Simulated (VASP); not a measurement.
**MnSi₂ (relaxed from the AlB2 structure, space group P6/mmm): computed properties**

All values below come from PBEsol GGA, VASP's PBE PAW potentials (set 64) (plane waves; VASP).

```yaml
space_group: P6/mmm (191)
cell: a = 4.1720 Å, b = 4.1720 Å, c = 2.4660 Å, α = 90.00°, β = 90.00°, γ = 120.00°
volume_per_atom: 12.39 Å^3/atom
band gap (over mesh and band path): none (metal, semimetal or under 0.01 eV)
cell_moment: 1.91 μB
density: 4.96 g/cm³
```

```cif
data_MnSi2
_chemical_formula_sum 'Mn1 Si2'
_space_group_name_H-M_alt 'P 1'
_space_group_IT_number 1
_cell_length_a 4.17202
_cell_length_b 4.17202
_cell_length_c 2.46601
_cell_angle_alpha 90.000
_cell_angle_beta 90.000
_cell_angle_gamma 120.000
loop_
_space_group_symop_operation_xyz
  'x, y, z'
loop_
_atom_site_label
_atom_site_type_symbol
_atom_site_fract_x
_atom_site_fract_y
_atom_site_fract_z
_atom_site_occupancy
Mn1 Mn 0.00000 0.00000 0.00000 1
Si1 Si 0.33333 0.66667 0.50000 1
Si2 Si 0.66667 0.33333 0.50000 1
```
Starting moments (μB, in the order of the record's atoms Mn Si Si): 2.1 0.0 0.0.

The moments were started parallel, and other spin orders were not tried in this run.

The structure was generated: MnSi2 was put into the AlB2 type (P6/mmm), which need not be its known phase. It was relaxed first, which changed the volume by -47 %. Symmetry was kept, so distortions that lower it aren't found.
